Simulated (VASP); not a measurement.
Input:

```
Si
1.0
    0.00000     2.72792     2.72792
    2.72792     0.00000     2.72792
    2.72792     2.72792     0.00000
Si
2
Direct
  0.00000   0.00000   0.00000
  0.25000   0.25000   0.25000
```

The numbers are results of rev-vdW-DF2, VASP's PBE PAW potentials (set 64) (plane waves; VASP), not measurements. Numerical set-up: 520 eV cut-off, 8×8×8 Γ-centred mesh, Gaussian smearing of 0.050 eV, potentials Si.

Task: Give the energy at these volumes per atom, relative to the lowest: 19.08, 19.69, 20.30, 20.91, 21.51 Å³.

Result: 23.2, 5.5, 0.0, 4.9, 18.5 meV/atom. A third-order Birch-Murnaghan fit gives B0 = 90.6 GPa and B0′ = 4.3.

Measured: bulk modulus 101 GPa at 0 K (computed value off by -10.1 %), as given by Jianwei Sun et al., Physical Review B (2011), doi:10.1103/physrevb.84.035117 [0 K value with zero-point phonon effects removed]; a 5.421 Å at 0 K (computed value off by +0.6 %), as given by Daniel Mejia-Rodriguez et al., Physical Review B (2018), arXiv:1807.09216 [static lattice: zero-point anharmonic expansion removed].

The compound is Si in the diamond structure. It was relaxed first.
